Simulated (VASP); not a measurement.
Write the native input for VASP 6.6.1 that does the following.

```
Task                   : relaxation of cell and atoms
Functional             : PBEsol
Potentials or basis    : VASP PAW PBE potentials, release 64 (Zr_sv, C)
Cutoff                 : 600 eV
k mesh                 : 16 × 16 × 16
Occupations            : gaussian, width 0.1 eV
Spin                   : no spin polarisation
Further INCAR settings : ALGO = Normal; EDIFF = 1e-07; IBRION = 2; EDIFFG = -0.005; NSW = 90; ISIF = 3
```

The structure of ZrC lies in POSCAR:

```
ZrC
1.0
    0.0000000000      2.3502110000      2.3502110000
    2.3502110000      0.0000000000      2.3502110000
    2.3502110000      2.3502110000      0.0000000000
Zr C
1 1
Direct
    0.5000000000      0.5000000000      0.5000000000
    0.0000000000      0.0000000000      0.0000000000
```

The input as run:

INCAR

```
PREC = Accurate ; ENCUT = 600
EDIFF = 1E-7 ; ISMEAR = 0
SIGMA = 0.1 ; LREAL = F
LASPH = T ; NELM = 80
ALGO = Normal ; ISIF = 3
LWAVE = F ; LCHARG = F
GGA = PS ; IBRION = 2
NSW = 90 ; EDIFFG = -0.005
```

KPOINTS

```
Automatic mesh
0
Gamma
  16 16 16
```

Potentials or basis: VASP PAW PBE potentials, release 64 (Zr_sv, C).

Command:

```bash
$ cat potpaw_PBE.64/Zr_sv/POTCAR potpaw_PBE.64/C/POTCAR > POTCAR
$ mpirun -np 1 vasp_std > vasp.out
```

Results of the run:

```yaml
Relaxed_volume: 12.74 Å³/atom
Relaxed_cell: a = 3.303 Å, b = 3.303 Å, c = 3.303 Å, α = 60.00°, β = 60.00°, γ = 60.00°
Space_group_after_relaxing_to_0.05_Å: Fm-3m (No. 225)
Energy_gained_by_relaxing: 3.3 meV/atom
Ionic_steps: 3
Pressure_after_relaxing: 0.0 GPa
Band_gap_on_the_k_mesh: none (metal or under the smearing width)
```

Caveat: the PAW data sets were made with another functional, which shifts forces and pressure a little.

Wall time 80 s on 1 thread of Intel(R) Xeon(R) Platinum 8559C (Emerald Rapids) (shared host), peak memory 0.21 GiB.
